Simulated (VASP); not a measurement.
Output of a VASP run:

File OUTCAR:
```
 ion  position               nearest neighbor table
   1  0.333  0.667  0.250-   2 3.51   2 3.51   2 3.51   2 3.51   2 3.51   2 3.51
   2  0.667  0.333  0.750-   1 3.51   1 3.51   1 3.51   1 3.51   1 3.51   1 3.51
  LATTYP: Found a hexagonal cell.
 ALAT       =     3.6402999819
 C/A-ratio  =     1.5457245645
 Subroutine PRICEL returns:
 Original cell was already a primitive cell.
 Subroutine GETGRP returns: Found 24 space group operations
The static configuration has the point symmetry D_3d.
 The point group associated with its full space group is D_6h.
The dynamic configuration has the point symmetry D_3d.
 Subroutine INISYM returns: Found 24 space group operations
 Subroutine IBZKPT returns following result:
 Found     56 irreducible k-points:

 Following reciprocal coordinates:
            Coordinates               Weight
  0.000000  0.000000  0.000000      1.000000
  0.100000 -0.000000  0.000000      6.000000
  0.200000 -0.000000  0.000000      6.000000
  0.300000  0.000000  0.000000      6.000000
  0.400000 -0.000000  0.000000      6.000000
  0.500000  0.000000  0.000000      3.000000
  0.100000  0.100000  0.000000      6.000000
  0.200000  0.100000  0.000000     12.000000
  0.300000  0.100000  0.000000     12.000000
  0.400000  0.100000  0.000000     12.000000
  0.200000  0.200000  0.000000      6.000000
  0.300000  0.200000  0.000000     12.000000
  0.400000  0.200000  0.000000      6.000000
  0.300000  0.300000  0.000000      6.000000
  0.000000  0.000000  0.166667      2.000000
  0.100000 -0.000000  0.166667     12.000000
  0.200000 -0.000000  0.166667     12.000000
  0.300000  0.000000  0.166667     12.000000
  0.400000 -0.000000  0.166667     12.000000
  0.500000  0.000000  0.166667      6.000000
  0.100000  0.100000  0.166667     12.000000
  0.200000  0.100000  0.166667     24.000000
  0.300000  0.100000  0.166667     24.000000
  0.400000  0.100000  0.166667     24.000000
  0.200000  0.200000  0.166667     12.000000
  0.300000  0.200000  0.166667     24.000000
  0.400000  0.200000  0.166667     12.000000
  0.300000  0.300000  0.166667     12.000000
  0.000000  0.000000  0.333333      2.000000
  0.100000 -0.000000  0.333333     12.000000
  0.200000 -0.000000  0.333333     12.000000
  0.300000  0.000000  0.333333     12.000000
  0.400000 -0.000000  0.333333     12.000000
  0.500000  0.000000  0.333333      6.000000
  0.100000  0.100000  0.333333     12.000000
  0.200000  0.100000  0.333333     24.000000
  0.300000  0.100000  0.333333     24.000000
  0.400000  0.100000  0.333333     24.000000
  0.200000  0.200000  0.333333     12.000000
  0.300000  0.200000  0.333333     24.000000
   k-points           NKPTS =     56   k-points in BZ     NKDIM =     56   number of bands    NBANDS=     13
   number of dos      NEDOS =    301   number of ions     NIONS =      2
   total plane-waves  NPLWV =  32928
   dimension x,y,z NGX =    28 NGY =   28 NGZ =   42
   dimension x,y,z NGXF=    56 NGYF=   56 NGZF=   84
   ions per type =               2
   PREC   = accura    normal or accurate (medium, high low for compatibility)
   ISTART =      0    job   : 0-new  1-cont  2-samecut
   ICHARG =      2    charge: 1-file 2-atom 10-const
   ISPIN  =      1    spin polarized calculation?
   LNONCOLLINEAR =      F non collinear calculations
   LSORBIT =      F    spin-orbit coupling
   INIWAV =      1    electr: 0-lowe 1-rand  2-diag
   ENCUT  =  520.0 eV  38.22 Ry    6.18 a.u.   6.77  6.77 10.46*2*pi/ulx,y,z
   NELM   =    100;   NELMIN=  2; NELMDL= -5     # of ELM steps
   EDIFF  = 0.1E-05   stopping-criterion for ELM
   LREAL  =      F    real-space projection
   NLSPLINE    = F    spline interpolate recip. space projectors
   LMAXMIX     =    6 max onsite mixed and CHGCAR
   VOSKOWN=      0    Vosko Wilk Nusair interpolation
   EDIFFG = -.1E-01   stopping-criterion for IOM
   NSW    =     60    number of steps for IOM
...
```

File OSZICAR:
```
       N       E                     dE             d eps       ncg     rms          rms(c)
DAV:   1     0.866392256798E+02    0.86639E+02   -0.83080E+03  1584   0.127E+03
DAV:   2    -0.335904858805E+01   -0.89998E+02   -0.88436E+02  2108   0.552E+02
DAV:   3    -0.821882038277E+01   -0.48598E+01   -0.45739E+01  2410   0.892E+01
DAV:   4    -0.846387693443E+01   -0.24506E+00   -0.22002E+00  2497   0.130E+01
DAV:   5    -0.846998159282E+01   -0.61047E-02   -0.60730E-02  2461   0.242E+00    0.236E+01
DAV:   6    -0.847135641673E+01   -0.13748E-02   -0.28470E-02  2427   0.223E+00    0.141E+01
DAV:   7    -0.848150088440E+01   -0.10144E-01   -0.52687E-02  2341   0.312E+00    0.319E-01
DAV:   8    -0.848129624037E+01    0.20464E-03   -0.31510E-03  2153   0.606E-01    0.603E-02
DAV:   9    -0.848132366825E+01   -0.27428E-04   -0.22288E-04  2462   0.180E-01    0.344E-02
DAV:  10    -0.848131715133E+01    0.65169E-05   -0.33169E-05  2456   0.604E-02    0.519E-02
DAV:  11    -0.848131816829E+01   -0.10170E-05   -0.35847E-06  2008   0.188E-02    0.370E-03
DAV:  12    -0.848131841624E+01   -0.24795E-06   -0.23836E-07  1193   0.737E-03
   1 F= -.84813184E+01 E0= -.84826342E+01  d E =-.848132E+01
       N       E                     dE             d eps       ncg     rms          rms(c)
DAV:   1    -0.848157822572E+01   -0.26006E-03   -0.53308E-03  2062   0.689E-01    0.106E-01
DAV:   2    -0.848142546292E+01    0.15276E-03   -0.42094E-04  2272   0.290E-01    0.416E-02
DAV:   3    -0.848135050771E+01    0.74955E-04   -0.12757E-04  2324   0.136E-01    0.149E-02
DAV:   4    -0.848134573516E+01    0.47725E-05   -0.19633E-05  2434   0.534E-02    0.101E-02
DAV:   5    -0.848134443926E+01    0.12959E-05   -0.94276E-07  1023   0.130E-02    0.118E-03
DAV:   6    -0.848134444463E+01   -0.53685E-08   -0.18357E-07   953   0.945E-03
   2 F= -.84813444E+01 E0= -.84826510E+01  d E =-.260284E-04
```

File OUTCAR:
```
------------------------ aborting loop because EDIFF is reached ----------------------------------------
  FORCE on cell =-STRESS in cart. coord.  units (eV):
  Direction    XX          YY          ZZ          XY          YZ          ZX
  --------------------------------------------------------------------------------------
  Total       -0.0032917     -0.0032917     -0.0138480      0.0000000      0.0000000      0.0000000
  in kB       -0.0815159     -0.0815159     -0.3429325      0.0000000      0.0000000      0.0000000
  external PRESSURE =      -0.1686548 kB  Pullay stress =       0.0000000 kB
  volume of cell :       64.70
      direct lattice vectors                 reciprocal lattice vectors
     1.821772529 -3.155402638 -0.000000000     0.274457975 -0.158458383  0.000000000
     1.821772529  3.155402638  0.000000000     0.274457975  0.158458383 -0.000000000
     0.000000000  0.000000000  5.627442076     0.000000000 -0.000000000  0.177700630
 POSITION                                       TOTAL-FORCE (eV/Angst)
 -----------------------------------------------------------------------------------
      1.82177      1.05180      1.40686        -0.000000      0.000000      0.000000
      1.82177     -1.05180      4.22058         0.000000     -0.000000      0.000000
 -----------------------------------------------------------------------------------
    total drift:                                0.000003      0.000093     -0.000011
  FREE ENERGIE OF THE ION-ELECTRON SYSTEM (eV)
  ---------------------------------------------------
  free  energy   TOTEN  =        -8.4813444446 eV

  energy  without entropy=       -8.4852641751  energy(sigma->0) =       -8.48265102

 reached required accuracy - stopping structural energy minimisation
```
(Selected blocks of OUTCAR.)

**POSCAR**
```
Ho
1
    1.8201499662    -3.1525922760     0.0000000000
    1.8201499662     3.1525922760    -0.0000000000
   -0.0000000000    -0.0000000000     5.6269011043
Ho
2
Direct
  0.3333330000   0.6666670000   0.2500000000
  0.6666670000   0.3333330000   0.7500000000
```

Problem. Reconstruct the remaining input files.

Solution. This is not unique; one that fits is the input of the run itself, revPBE GGA, plane waves, VASP's PBE PAW potentials (set 64).

INCAR:
```
! general
SYSTEM  = Ho
PREC    = Accurate
ENCUT   = 520
LREAL   = .FALSE.
LASPH   = .TRUE.

! electronic loop
EDIFF   = 1E-6
NELM    = 100
ALGO    = Normal
LMAXMIX = 6

! smearing
ISMEAR  = 1
SIGMA   = 0.1

! functional
GGA     = RE

! ions
IBRION  = 2
NSW     = 60
ISIF    = 3
EDIFFG  = -0.01

! output
LWAVE   = .FALSE.
LCHARG  = .FALSE.
```

### KPOINTS
```
K-points
0
G
  10 10 6
```

POTCAR, in this order: Ho_3 (PBE.64 set). Program: vasp_std.

The 4f electrons are frozen in the core of the lanthanide potential, so 4f levels, which can set the real gap, and their magnetism are missing.

The compound is Ho in the hcp structure. This run relaxes it. Symmetry was kept, so distortions that lower it aren't found. The start is the result of an earlier pass.
